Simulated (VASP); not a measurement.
Si (space group Fd-3m): computed properties

Level of theory: LDA (Ceperley-Alder, Perdew-Zunger), VASP's LDA PAW potentials (set 64) (plane waves; VASP 6.6.1).

```
Property                                                                                                          Result
---------------------------------------------  -------------------------------------------------------------------------
space group                                                                                                  Fd-3m (227)
cell                                           a = 5.403 Å, b = 5.403 Å, c = 5.403 Å, α = 90.00°, β = 90.00°, γ = 90.00°
volume per atom                                                                                           19.72 Å^3/atom
band gap (over mesh and band path)                                                                               0.44 eV
smallest direct gap (over mesh and band path)                                                                    2.53 eV
band-edge character                                                                           indirect, Γ to Γ-X at 0.86
density                                                                                                       2.37 g/cm³
mean ε∞ (DFPT)                                                                                                     13.31
mean ε∞ (independent particles)                                                                                    14.06
mean static ε                                                                                                      13.31
optical Γ-point spectrum                                                                                   513 (×3) cm⁻¹
```

```
CELL_PARAMETERS angstrom
      0.00000     2.70148     2.70148
      2.70148     0.00000     2.70148
      2.70148     2.70148     0.00000
ATOMIC_POSITIONS crystal
  Si 0.25000 0.25000 0.25000
  Si 0.00000 0.00000 0.00000
```

The structure comes from a computed database's Si entry (Fd-3m); how it stands against other phases isn't given here. It was relaxed first. Symmetry was kept, so distortions that lower it aren't found.
